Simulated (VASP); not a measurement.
# TlBi (Pm-3m) in VASP: single point with LDA

Aim: the single point of TlBi with LDA.

Everything below comes from runs of VASP 6.6.1. Logs are shortened: lines on timing, memory, paths and dates and some standing lists are left out, and cuts for length are marked.

**1. The crystal as given**

The structure is cubic, space group Pm-3m (No. 221). Conventional cell: a = 3.992 Å, b = 3.992 Å, c = 3.992 Å, α = 90.00°, β = 90.00°, γ = 90.00°. Tl (site symmetry m-3m) has 8 Bi at 3.46 Å as nearest neighbours. Bi (site symmetry m-3m) is surrounded by 8 Tl at 3.46 Å.

The cell comes from a database or a generator and needn't be the stable form of this composition.

**2. Single point, LDA**

INCAR reads:

```
PREC = Accurate ; ENCUT = 520
EDIFF = 1E-7 ; ISMEAR = 0
SIGMA = 0.1 ; LREAL = F
LASPH = T ; NELM = 80
ALGO = Normal ; ISIF = 2
LWAVE = F ; LCHARG = F
GGA = CA ; NBANDS = 21
```

KPOINTS reads:

```
Automatic mesh
0
Gamma
  4 4 4
```

POSCAR reads:

```
TlBi
1.0
    3.9917090000      0.0000000000      0.0000000000
    0.0000000000      3.9917090000      0.0000000000
    0.0000000000      0.0000000000      3.9917090000
Tl Bi
1 1
Direct
    0.0000000000      0.0000000000      0.0000000000
    0.5000000000      0.5000000000      0.5000000000
```

Potentials or basis: VASP PAW LDA potentials, release 64 (Tl_d, Bi_d).

On the command line:

```bash
$ cat potpaw_LDA.64/Tl_d/POTCAR potpaw_LDA.64/Bi_d/POTCAR > POTCAR
$ mpirun -np 1 vasp_std > vasp.out
```

OUTCAR:

```text
PREC = Accurate
   ENCUT = 520
   EDIFF = 1E-7
   ISMEAR = 0
   LREAL = F
   LASPH = T
   NELM = 80
   ISIF = 2
   GGA = CA

 ion  position               nearest neighbor table
   1  0.000  0.000  0.000-   2 3.46   2 3.46   2 3.46   2 3.46   2 3.46   2 3.46   2 3.46   2 3.46

   2  0.500  0.500  0.500-   1 3.46   1 3.46   1 3.46   1 3.46   1 3.46   1 3.46   1 3.46   1 3.46

  LATTYP: Found a simple cubic cell.
 ALAT       =     3.9917090000

  Lattice vectors:

 A1 = (   3.9917090000,   0.0000000000,   0.0000000000)
 A2 = (   0.0000000000,   3.9917090000,   0.0000000000)
 A3 = (   0.0000000000,   0.0000000000,   3.9917090000)

Analysis of symmetry for initial positions (statically):
=====================================================================
 Subroutine PRICEL returns:
 Original cell was already a primitive cell.

 Routine SETGRP: Setting up the symmetry group for a
 simple cubic supercell.

 Subroutine GETGRP returns: Found 48 space group operations
 (whereof 48 operations were pure point group operations)
 out of a pool of 48 trial point group operations.

The static configuration has the point symmetry O_h .

Analysis of symmetry for dynamics (positions and initial velocities):
=====================================================================
 Subroutine PRICEL returns:
 Original cell was already a primitive cell.

 Routine SETGRP: Setting up the symmetry group for a
 simple cubic supercell.

 Subroutine GETGRP returns: Found 48 space group operations
 (whereof 48 operations were pure point group operations)
 out of a pool of 48 trial point group operations.

The dynamic configuration has the point symmetry O_h .

 Subroutine INISYM returns: Found 48 space group operations
 (whereof 48 operations are pure point group operations),
 and found     1 'primitive' translations

----------------------------------------------------------------------------------------

                                     Primitive cell

  volume of cell :      63.6029

  direct lattice vectors                    reciprocal lattice vectors
     3.991709000  0.000000000  0.000000000     0.250519264  0.000000000  0.000000000
     0.000000000  3.991709000  0.000000000     0.000000000  0.250519264  0.000000000
     0.000000000  0.000000000  3.991709000     0.000000000  0.000000000  0.250519264

  length of vectors
     3.991709000  3.991709000  3.991709000     0.250519264  0.250519264  0.250519264

  position of ions in fractional coordinates (direct lattice)
     0.000000000  0.000000000  0.000000000
     0.500000000  0.500000000  0.500000000

  ion indices of the primitive-cell ions
   primitive index   ion index
                 1           1
                 2           2

----------------------------------------------------------------------------------------

 KPOINTS: Automatic mesh

Automatic generation of k-mesh.
 Grid dimensions read from file:
 generate k-points for:    4    4    4

 Generating k-lattice:

  Cartesian coordinates                     Fractional coordinates (reciprocal lattice)
     0.062629816  0.000000000  0.000000000     0.250000000  0.000000000  0.000000000
     0.000000000  0.062629816  0.000000000     0.000000000  0.250000000  0.000000000
     0.000000000  0.000000000  0.062629816     0.000000000  0.000000000  0.250000000

  Length of vectors
     0.062629816  0.062629816  0.062629816

  Shift w.r.t. Gamma in fractional coordinates (k-lattice)
     0.000000000  0.000000000  0.000000000

 Subroutine IBZKPT returns following result:
 ===========================================

 Found     10 irreducible k-points:

 Following reciprocal coordinates:
            Coordinates               Weight
  0.000000  0.000000  0.000000      1.000000
  0.250000  0.000000  0.000000      6.000000
  0.500000  0.000000  0.000000      3.000000
  0.250000  0.250000  0.000000     12.000000
  0.500000  0.250000  0.000000     12.000000
  0.500000  0.500000  0.000000      3.000000
  0.250000  0.250000  0.250000      8.000000
  0.500000  0.250000  0.250000     12.000000
  0.500000  0.500000  0.250000      6.000000
  0.500000  0.500000  0.500000      1.000000
   k-points           NKPTS =     10   k-points in BZ     NKDIM =     10   number of bands    NBANDS=     21
   number of dos      NEDOS =    301   number of ions     NIONS =      2
   total plane-waves  NPLWV =  27000
   dimension x,y,z NGX =    30 NGY =   30 NGZ =   30
   dimension x,y,z NGXF=    60 NGYF=   60 NGZF=   60
   ions per type =               1   1
   NGX,Y,Z   is equivalent  to a cutoff of  12.49, 12.49, 12.49 a.u.
   NGXF,Y,Z  is equivalent  to a cutoff of  24.99, 24.99, 24.99 a.u.
 SYSTEM =  unknown system
   PREC   = accura    normal or accurate (medium, high low for compatibility)
   ISTART =      0    job   : 0-new  1-cont  2-samecut
   ICHARG =      2    charge: 1-file 2-atom 10-const
   ISPIN  =      1    spin polarized calculation?
   LNONCOLLINEAR =      F non collinear calculations
   LSORBIT =      F    spin-orbit coupling
   LASPH  =      T    aspherical Exc in radial PAW
   ENCUT  =  520.0 eV  38.22 Ry    6.18 a.u.   7.42  7.42  7.42*2*pi/ulx,y,z
   NELM   =     80;   NELMIN=  2; NELMDL= -5     # of ELM steps
   EDIFF  = 0.1E-06   stopping-criterion for ELM
   LREAL  =      F    real-space projection
   EDIFFG = 0.1E-05   stopping-criterion for IOM
   NSW    =      0    number of steps for IOM
   IBRION =     -1    ionic relax: 0-MD 1-quasi-New 2-CG
   NFREE  =      0    steps in history (QN), initial steepest desc. (CG)
   ISIF   =      2    stress and relaxation
   ISYM   =      2    0-nonsym 1-usesym 2-fastsym
   POTIM  = 0.5000    time-step for ionic-motion
   TEBEG  =    0.0;   TEEND  =   0.0 temperature during run
   PSTRESS=    0.0 pullay stress
   NELECT =      28.0000    total number of electrons
   NUPDOWN=      -1.0000    fix difference up-down
   EMIN   =  10.00;   EMAX   =-10.00  energy-range for DOS
   EFERMI =   0.00;   METHOD = LEGACY
   ISMEAR =     0;   SIGMA  =   0.10  broadening in eV -4-tet -1-fermi 0-gaus
   EFERMI_NEDOS =   21; number of points for ismear=-14 and -15
   IALGO  =     38    algorithm
   IMIX   =      4    mixing-type and parameters
     AMIX     =   0.40;   BMIX     =  1.00
     AMIX_MAG =   1.60;   BMIX_MAG =  1.00
  volume/ion in A,a.u.               =      31.80       214.61
  Fermi-wavevector in a.u.,A,eV,Ry     =   1.245380  2.353427 21.102254  1.550972
  Thomas-Fermi vector in A             =   2.379605
   LORBIT       =      0    0 simple, 1 ext, 2 COOP (PROOUT), +10 PAW based schemes
   GGA     = CA    functional components
   LHFCALC =     F    Hartree Fock is set to
   AEXX    =    0.0000 exact exchange contribution
   IVDW    =     0    specifies the selected vdW correction
   LEPSILON=     F    determine dielectric tensor
   LRPA    =     F    only Hartree local field effects (RPA)
 non-spin polarized calculation
 Gauss-broadening in eV      SIGMA  =   0.10
  energy-cutoff  :      520.00
  volume of cell :       63.60
 maximum number of plane-waves:      1747
 NGX is ok and might be reduce to    30
   NGX = 15   NGY = 15   NGZ = 15

 number of electron      28.0000023 magnetization

 Free energy of the ion-electron system (eV)
  ---------------------------------------------------
  ext. energy  EPLUGINS =         0.00000000
  ---------------------------------------------------
  free energy    TOTEN  =        -7.32515594 eV

  energy without entropy =       -7.31762281  energy(sigma->0) =       -7.32138937

 E-fermi :   6.3608     XC(G=0): -10.2187

 val. band max:        6.2927470378   @ k =   0.5000   0.5000   0.5000
 cond. band min:       6.4462392227   @ k =   0.2500   0.0000   0.0000
 fundamental gap:      0.1534921849
 Fermi energy:         6.3608231310

 k-point     1 :       0.0000    0.0000    0.0000
  band No.  band energies     occupation
      1     -16.5420      2.00000
      2     -16.5420      2.00000
      3     -16.5159      2.00000
      4     -16.5159      2.00000
      5     -16.5159      2.00000
      6      -5.8136      2.00000
[... 13 lines left out ...]
     20      13.7680      0.00000
     21      17.5768      0.00000

 k-point     2 :       0.2500    0.0000    0.0000
  band No.  band energies     occupation
      1     -16.5412      2.00000
      2     -16.5234      2.00000
      3     -16.5209      2.00000
      4     -16.5209      2.00000
      5     -16.5152      2.00000
      6      -5.3823      2.00000
[... 13 lines left out ...]
     20      14.1198      0.00000
     21      15.2999      0.00000

 k-point     3 :       0.5000    0.0000    0.0000
  band No.  band energies     occupation
      1     -16.5403      2.00000
      2     -16.5258      2.00000
      3     -16.5258      2.00000
      4     -16.5144      2.00000
      5     -16.5047      2.00000
      6      -5.1492      2.00000
[... 13 lines left out ...]
     20      13.6132      0.00000
     21      19.2860      0.00000

 k-point     4 :       0.2500    0.2500    0.0000
  band No.  band energies     occupation
      1     -16.5317      2.00000
      2     -16.5269      2.00000
      3     -16.5208      2.00000
      4     -16.5201      2.00000
      5     -16.5134      2.00000
      6      -5.3726      2.00000
[... 13 lines left out ...]
     20      15.0431      0.00000
     21      15.0568      0.00000

 k-point     5 :       0.5000    0.2500    0.0000
  band No.  band energies     occupation
      1     -16.5330      2.00000
      2     -16.5287      2.00000
      3     -16.5258      2.00000
      4     -16.5201      2.00000
      5     -16.4971      2.00000
      6      -5.3967      2.00000
[... 13 lines left out ...]
     20      16.1951      0.00000
     21      16.4428      0.00000

 k-point     6 :       0.5000    0.5000    0.0000
  band No.  band energies     occupation
      1     -16.5401      2.00000
      2     -16.5257      2.00000
      3     -16.5257      2.00000
      4     -16.5220      2.00000
      5     -16.4844      2.00000
      6      -5.5329      2.00000
[... 13 lines left out ...]
     20      14.7803      0.00000
     21      15.3251      0.00000

 k-point     7 :       0.2500    0.2500    0.2500
  band No.  band energies     occupation
      1     -16.5267      2.00000
      2     -16.5262      2.00000
      3     -16.5262      2.00000
      4     -16.5129      2.00000
      5     -16.5129      2.00000
      6      -5.3488      2.00000
[... 13 lines left out ...]
     20      15.3657      0.00000
     21      15.8939      0.00000

 k-point     8 :       0.5000    0.2500    0.2500
  band No.  band energies     occupation
      1     -16.5329      2.00000
      2     -16.5315      2.00000
      3     -16.5258      2.00000
      4     -16.5124      2.00000
      5     -16.4941      2.00000
      6      -5.3521      2.00000
[... 13 lines left out ...]
     20      16.1781      0.00000
     21      16.6567      0.00000

 k-point     9 :       0.5000    0.5000    0.2500
  band No.  band energies     occupation
      1     -16.5386      2.00000
      2     -16.5315      2.00000
      3     -16.5315      2.00000
      4     -16.5030      2.00000
      5     -16.4841      2.00000
      6      -5.3613      2.00000
[... 13 lines left out ...]
     20      18.8645      0.00000
     21      18.8654      0.00000

 k-point    10 :       0.5000    0.5000    0.5000
  band No.  band energies     occupation
      1     -16.5371      2.00000
      2     -16.5371      2.00000
      3     -16.5371      2.00000
      4     -16.4838      2.00000
      5     -16.4838      2.00000
      6      -5.1702      2.00000
[... 13 lines left out ...]
     20      21.5866      0.00000
     21      21.5866      0.00000

------------------------ aborting loop because EDIFF is reached ----------------------------------------

  FORCE on cell =-STRESS in cart. coord.  units (eV):
  Direction    XX          YY          ZZ          XY          YZ          ZX
  --------------------------------------------------------------------------------------
  -------------------------------------------------------------------------------------
  Total       -1.8920477     -1.8920477     -1.8920477     -0.0000000      0.0000000     -0.0000000
  in kB      -47.6613184    -47.6613184    -47.6613184     -0.0000000      0.0000000     -0.0000000
  external PRESSURE =     -47.6613184 kB  Pullay stress =       0.0000000 kB

 VOLUME and BASIS-vectors are now :
 -----------------------------------------------------------------------------
  energy-cutoff  :      520.00
  volume of cell :       63.60
      direct lattice vectors                 reciprocal lattice vectors
     3.991709000  0.000000000  0.000000000     0.250519264  0.000000000  0.000000000
     0.000000000  3.991709000  0.000000000     0.000000000  0.250519264  0.000000000
     0.000000000  0.000000000  3.991709000     0.000000000  0.000000000  0.250519264

 POSITION                                       TOTAL-FORCE (eV/Angst)
 -----------------------------------------------------------------------------------
      0.00000      0.00000      0.00000         0.000000      0.000000      0.000000
      1.99585      1.99585      1.99585         0.000000      0.000000      0.000000
 -----------------------------------------------------------------------------------
    total drift:                                0.000000      0.000000      0.000000

  FREE ENERGIE OF THE ION-ELECTRON SYSTEM (eV)
  ---------------------------------------------------
  free  energy   TOTEN  =        -7.3251559430 eV

  energy  without entropy=       -7.3176228057  energy(sigma->0) =       -7.32138937
```

Wall time 4.9 s (1 thread of Intel Xeon 6975P-C (Granite Rapids), shared host); peak memory 0.15 GiB.

Results:

* Free energy: -7.3252 eV
* Pressure: -4.8 GPa
* Band gap on the k mesh: none (metal or under the smearing width)

Levels at points of the mesh, in eV from the Fermi level:
```
           k point  band 12  band 13  band 14  band 15  band 16  band 17
(0.00, 0.00, 0.00)    -4.85    -0.58    -0.58    -0.58     4.77     4.77
(0.50, 0.00, 0.00)    -7.43     1.01     1.19     1.24     1.24     3.70
(0.50, 0.50, 0.00)    -5.60    -3.88    -3.88     1.67     4.95     5.14
(0.50, 0.50, 0.50)    -4.62    -1.65    -1.65    -1.65    -0.07    -0.07
```

Caveat: the k mesh is coarse (spacing up to 0.39 Å⁻¹), so the values aren't converged; spin-orbit coupling is left out, which moves the levels of the heavy elements.
